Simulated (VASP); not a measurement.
## ReS2 (relaxed from the CdCl2 structure, space group R-3m): computed properties

Level of theory: PBEsol GGA, VASP's PBE PAW potentials (set 64) (plane waves; VASP).

```json
{
 "space_group": "R-3m (166)",
 "cell": "a = b = 3.045 Å, c = 18.933 Å, α = β = 90.00°, γ = 120.00°",
 "volume_per_atom": "16.89 Å^3/atom",
 "band gap (over mesh and band path)": "none (metal, semimetal or under 0.01 eV)",
 "band_gap_with_spin_orbit_coupling": "none (metallic)",
 "density": "8.20 g/cm³"
}
```

```
CELL_PARAMETERS angstrom
      1.52240     0.87896     6.31100
     -1.52240     0.87896     6.31100
      0.00000    -1.75792     6.31100
ATOMIC_POSITIONS crystal
  Re 0.00000 0.00000 0.00000
  S  0.24656 0.24656 0.24656
  S  0.75344 0.75344 0.75344
```

Unless said otherwise, spin-orbit coupling is left out, though it shifts the bands of the heavy elements here.

The structure was generated: ReS2 was put into the CdCl2 type (R-3m), which need not be its known phase. It was relaxed first, which changed the volume by -23 %. Symmetry was kept, so distortions that lower it aren't found. The electron count is odd and the run is not spin-polarised, which forces a metal.
